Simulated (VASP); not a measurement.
CdSb2O4, 7 atoms in the cell. Symmetry: R-3m, No. 166, trigonal system. Conventional cell: a = 3.500 Å, b = 3.500 Å, c = 32.500 Å, α = 90.00°, β = 90.00°, γ = 120.00°. Cd (site symmetry -3m) is surrounded by 6 O at 2.48 Å. Around Sb (site symmetry 3m) lie 6 O at 2.44 to 2.60 Å. O (site symmetry 3m) is surrounded by 3 Sb at 2.44 Å. Around O (site symmetry 3m) lie 3 Cd at 2.48 Å and 3 Sb at 2.60 Å. The cell was built by a generator and needn't be a form met in nature.

```yaml
Program: VASP 6.6.1
Task: relaxation of cell and atoms
Functional: PBE
Potentials_or_basis: VASP PAW PBE potentials, release 64 (Cd, Sb, O)
Cutoff: 520 eV
k_mesh: 5 × 5 × 5
Occupations: gaussian, width 0.15 eV
Spin: no spin polarisation
Further_INCAR_settings: PREC = Normal; ALGO = Fast; EDIFF = 0.0001; IBRION = 2; EDIFFG = -0.08; NSW = 24; ISIF = 3
```

Potentials or basis: VASP PAW PBE potentials, release 64 (Cd, Sb, O).

Launch:

```bash
$ cat potpaw_PBE.64/Cd/POTCAR potpaw_PBE.64/Sb/POTCAR potpaw_PBE.64/O/POTCAR > POTCAR
$ mpirun -np 4 vasp_std > vasp.out
```

Hardware: 4 MPI ranks on Intel(R) Xeon(R) Platinum 8259CL CPU @ 2.50GHz (Skylake/Cascade Lake), on a shared host.

Estimate the wall time of this run.

It took 29 min on 4 MPI ranks on Intel(R) Xeon(R) Platinum 8259CL CPU @ 2.50GHz (Skylake/Cascade Lake), on a shared host, peak memory 0.68 GiB a rank. Counts: scf iterations 147, k points 19, ion steps 22.
